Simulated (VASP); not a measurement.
Input for VASP

### INCAR
```
SYSTEM = CaB6
PREC = Accurate
ENCUT = 620
EDIFF = 1E-6
NELM = 100
ALGO = Normal
LREAL = .FALSE.
LASPH = .TRUE.
ISMEAR = 0
SIGMA = 0.05
GGA = PE
LWAVE = .FALSE.
LCHARG = .FALSE.
IBRION = 2
ISIF = 3
NSW = 40
EDIFFG = -0.02
PSTRESS = 300
```

POSCAR:
```
CaB6
1
    3.9425049664     0.0000000000     0.0000000000
   -0.0000000000     3.9425049664     0.0000000000
   -0.0000000000    -0.0000000000     3.9425049664
Ca B
1 6
Direct
  0.0000000000   0.0000000000   1.0000000000
  0.8007674106   0.5000000000   0.5000000000
  0.5000000000   0.1992325894   0.5000000000
  0.5000000000   0.8007674106   0.5000000000
  0.1992325894   0.5000000000   0.5000000000
  0.5000000000   0.5000000000   0.8007674106
  0.5000000000   0.5000000000   0.1992325894
```

### KPOINTS
```
Automatic mesh
0
Gamma
6 6 6
0 0 0
```

POTCAR, in this order: Ca_sv B (PBE.64 set). Program: vasp_std.

Problem. Write an equivalent input for Ansatz.

Solution. One equivalent input (not run):
Ansatz 0.2 input:
```yaml
crystal:
  lattice:
    - [3.9425050, 0.0000000, 0.0000000]
    - [0.0000000, 3.9425050, 0.0000000]
    - [0.0000000, 0.0000000, 3.9425050]
  atoms:
    - { symbol: Ca, position: [0.0000000, 0.0000000, 1.0000000] }
    - { symbol: B, position: [0.8007674, 0.5000000, 0.5000000] }
    - { symbol: B, position: [0.5000000, 0.1992326, 0.5000000] }
    - { symbol: B, position: [0.5000000, 0.8007674, 0.5000000] }
    - { symbol: B, position: [0.1992326, 0.5000000, 0.5000000] }
    - { symbol: B, position: [0.5000000, 0.5000000, 0.8007674] }
    - { symbol: B, position: [0.5000000, 0.5000000, 0.1992326] }
kpoints:
  mp_grid: { grid: [6, 6, 6] }
hamiltonian:
  xc: pbe
  pseudopotentials: { kind: paw }
scf:
  occupations: { method: gaussian, width: 0.05 }
  max_iter: 100
relax:
  max_steps: 40
  f_tol: 0.02
  cell: { p_target: 30 }
output: { forces: true, stress: true, eigenvalues: true }
```
The two are equivalent in intent, not identical: each code has its own PAW files, so the cut-off isn't converted (ENCUT is set for VASP's; basis.ecutwfc is left out, and Ansatz then takes the one that its files recommend); Ansatz stops its SCF on the density residual and VASP on the energy change (EDIFF).

The compound is CaB6 in the cab6 structure. It was relaxed first under an external pressure of 30 GPa.
